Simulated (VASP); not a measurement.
VASP input:

INCAR:
```
SYSTEM = Co
PREC = Accurate
ENCUT = 400
EDIFF = 1E-6
NELM = 100
ALGO = Normal
LREAL = .FALSE.
LASPH = .TRUE.
ISMEAR = 0
SIGMA = 0.001
GGA = PE
LMAXMIX = 4
ISPIN = 2
MAGMOM = 1.8 1.8
LORBIT = 10
LWAVE = .FALSE.
LCHARG = .FALSE.
ISIF = 2
```

### KPOINTS
```
Automatic mesh
0
Gamma
4 4 2
0 0 0
```

POSCAR:
```
Co
1
    1.2801000000    -2.2171980000     0.0000000000
    1.2801000000     2.2171980000     0.0000000000
    0.0000000000     0.0000000000     4.1514000000
Co
2
Direct
  0.3333330000   0.6666670000   0.2500000000
  0.6666670000   0.3333330000   0.7500000000
```

POTCAR, in this order: Co (PBE.64 set). Program: vasp_std.

The resulting files:

File standard output:
```
 POSCAR found type information on POSCAR Co
 POSCAR found :  1 types and       2 ions
 Reading from existing POTCAR
 Reading from existing POTCAR
 LDA part: xc-table for (Slater+PW92), standard interpolation
 POSCAR, INCAR and KPOINTS ok, starting setup
 WAVECAR not read
 entering main loop
       N       E                     dE             d eps       ncg     rms          rms(c)
DAV:   1     0.699286982082E+02    0.69929E+02   -0.69856E+03   480   0.127E+03
DAV:   2    -0.143103325336E+02   -0.84239E+02   -0.77679E+02   480   0.234E+02
DAV:   3    -0.159871676606E+02   -0.16768E+01   -0.16299E+01   599   0.460E+01
DAV:   4    -0.160139823484E+02   -0.26815E-01   -0.26811E-01   713   0.432E+00
DAV:   5    -0.160140865766E+02   -0.10423E-03   -0.10423E-03   606   0.300E-01    0.140E+01
DAV:   6    -0.146436863114E+02    0.13704E+01   -0.17770E+01   480   0.778E+01    0.855E+00
DAV:   7    -0.139740471606E+02    0.66964E+00   -0.24089E+00   501   0.301E+01    0.376E+00
DAV:   8    -0.139685859079E+02    0.54613E-02   -0.19148E-02   672   0.171E+00    0.159E+00
DAV:   9    -0.139555368147E+02    0.13049E-01   -0.28649E-03   670   0.941E-01    0.487E-01
DAV:  10    -0.139539671722E+02    0.15696E-02   -0.20342E-03   615   0.802E-01    0.958E-02
DAV:  11    -0.139541499717E+02   -0.18280E-03   -0.17078E-04   628   0.224E-01    0.341E-02
DAV:  12    -0.139541461719E+02    0.37998E-05   -0.70622E-06   571   0.319E-02    0.171E-02
DAV:  13    -0.139541455992E+02    0.57264E-06   -0.18524E-06   387   0.217E-02
   1 F= -.13954146E+02 E0= -.13954119E+02  d E =-.528928E-04  mag=     3.3748
```

**OUTCAR**
```
------------------------ aborting loop because EDIFF is reached ----------------------------------------
  FORCE on cell =-STRESS in cart. coord.  units (eV):
  Direction    XX          YY          ZZ          XY          YZ          ZX
  --------------------------------------------------------------------------------------
  Total       -2.2994706     -2.2994701     -1.8358844      0.0000000     -0.0000000      0.0000000
  in kB     -156.3383375   -156.3383039   -124.8196479      0.0000000     -0.0000000      0.0000000
  external PRESSURE =    -145.8320964 kB  Pullay stress =       0.0000000 kB
  volume of cell :       23.57
      direct lattice vectors                 reciprocal lattice vectors
     1.280100000 -2.217198000  0.000000000     0.390594485 -0.225509855  0.000000000
     1.280100000  2.217198000  0.000000000     0.390594485  0.225509855  0.000000000
     0.000000000  0.000000000  4.151400000     0.000000000  0.000000000  0.240882594
 POSITION                                       TOTAL-FORCE (eV/Angst)
 -----------------------------------------------------------------------------------
      1.28010      0.73907      1.03785         0.000000      0.000000      0.000000
      1.28010     -0.73907      3.11355        -0.000000     -0.000000      0.000000
 -----------------------------------------------------------------------------------
    total drift:                                0.000000      0.000011     -0.000027
  FREE ENERGIE OF THE ION-ELECTRON SYSTEM (eV)
  ---------------------------------------------------
  free  energy   TOTEN  =       -13.9541455992 eV

  energy  without entropy=      -13.9540927065  energy(sigma->0) =      -13.95411915

 total charge

# of ion       s       p       d       tot
------------------------------------------
    1        0.458   0.440   7.229   8.127
    2        0.458   0.440   7.229   8.127
--------------------------------------------------
tot          0.916   0.880  14.459  16.255

 magnetization (x)

# of ion       s       p       d       tot
------------------------------------------
    1       -0.012  -0.038   1.764   1.714
    2       -0.012  -0.038   1.764   1.714
--------------------------------------------------
tot         -0.024  -0.076   3.528   3.428
```
(Selected blocks of OUTCAR.)

The run ends quietly. Is anything wrong with it?

The cause: a metal was run with a tiny SIGMA on a coarse mesh. The run ends without an error. Against the sound run, the energy per atom (σ→0) rises by 0.011 eV/atom; the pressure rises by 0.39 GPa; the cell moment rises by 0.03 μB. To mend it, set ISMEAR = 1, set SIGMA = 0.1, correct KPOINTS.
KPOINTS:
```
Automatic mesh
0
Gamma
12 12 7
0 0 0
```
The mended run (PBE GGA, plane waves, VASP's PBE PAW potentials (set 64)) converges, and its OSZICAR ends with
```
   1 F= -.13976178E+02 E0= -.13976248E+02  d E =0.209071E-03  mag=     3.3476
```

The compound is Co in the hcp structure. The cell was not relaxed at this level.
